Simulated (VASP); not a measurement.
Runs of VASP 6.6.1 on GeSe (Germanium monoselenide). The cell holds a molecule in a box, 2 atoms: a = 9.000 Å, b = 9.000 Å, c = 12.000 Å, α = 90.00°, β = 90.00°, γ = 90.00°. 

```tsv
level	grid for exact exchange (PRECFOCK)	exchange at q = 0	screening parameter	gap on the mesh (eV)	largest force (eV/Å)
r2SCAN+D4	-	-	-	(a)	-
r2SCAN0+D4	Normal	truncated	-	5.34	0.44
PBE0+D3(BJ)	Normal	default	-	5.15	(b)
HSE06+D4	Fast	-	0.2 1/A	4.38	0.11
BLYP+D4	-	-	-	3.37	1.00
```

Alike in all rows: task single point; potentials or basis VASP PAW PBE potentials, release 64 (Ge_d, Se); no spin polarisation; cell as given; k mesh 1 × 1 × 1; cutoff (eV) 520; smearing gaussian 0.01 eV.

Task: Fill in the values left out.

Result: (a) 3.77; (b) 0.12.

Caveats: the PAW data sets were made with another functional, which shifts forces and pressure a little.

A k mesh can miss the band edges, and the runs leave out spin-orbit coupling on Ge, Se.
